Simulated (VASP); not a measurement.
An input for Quantum ESPRESSO's pw.x (written as the equivalent of a VASP run, and not itself run):

```
&CONTROL
  calculation = 'vc-relax'
  pseudo_dir = './pseudo'
  outdir = './out'
  tprnfor = .true.
  tstress = .true.
  nstep = 60
  forc_conv_thr = 0.00039
/
&SYSTEM
  ibrav = 0
  nat = 2
  ntyp = 2
  ecutwfc = 48
  occupations = 'smearing'
  smearing = 'gaussian'
  degauss = 0.003675
  input_dft = 'pz'
/
&ELECTRONS
  conv_thr = 7.3e-08
  electron_maxstep = 100
/
&IONS
/
&CELL
/
ATOMIC_SPECIES
  Cs 132.905 Cs.upf
  Br 79.904 Br.upf
CELL_PARAMETERS angstrom
     4.2900000    0.0000000    0.0000000
     0.0000000    4.2900000    0.0000000
     0.0000000    0.0000000    4.2900000
ATOMIC_POSITIONS crystal
  Cs   0.0000000  0.0000000  0.0000000
  Br   0.5000000  0.5000000  0.5000000
K_POINTS automatic
  6 6 6 0 0 0
```

Question: Translate this input to VASP (INCAR, KPOINTS, POSCAR, choice of POTCAR).

Answer: One answer among several that fit: 
INCAR:
```
SYSTEM  =  CsBr
ISMEAR  =  0
PREC  =  Accurate
ISIF  =  3
LCHARG  =  .FALSE.
LMAXMIX  =  4   ! l cut-off of mixed one-centre charges
LASPH  =  .TRUE.
SIGMA  =  0.05   ! width (eV)
ENCUT  =  520   ! plane-wave cut-off (eV)
IBRION  =  2
LREAL  =  .FALSE.   ! projection in real space or not
EDIFF  =  1E-6   ! SCF stop (eV)
NELM  =  100   ! most electronic steps
LWAVE  =  .FALSE.
EDIFFG  =  -0.01
ALGO  =  Normal
NSW  =  60
```

**POSCAR**
```
CsBr
1
    4.2900000000     0.0000000000     0.0000000000
    0.0000000000     4.2900000000     0.0000000000
    0.0000000000     0.0000000000     4.2900000000
Cs Br
1 1
Direct
  0.0000000000   0.0000000000   0.0000000000
  0.5000000000   0.5000000000   0.5000000000
```

KPOINTS:
```
K-points
0
gamma
 6 6 6
```

POTCAR, in this order: Cs_sv Br (LDA.64 set). Program: vasp_std.

Limits of the translation: the potentials are each code's own (VASP's PAW set, PseudoDojo norm-conserving files in pw.x), so ENCUT and ecutwfc are chosen apart and not converted; conv_thr bounds pw.x's estimated SCF error, while EDIFF bounds the energy change between steps; forc_conv_thr acts on force components and is met together with etot_conv_thr.

The compound is CsBr in the CsCl type structure. This run relaxes it. Symmetry was kept, so distortions that lower it aren't found.
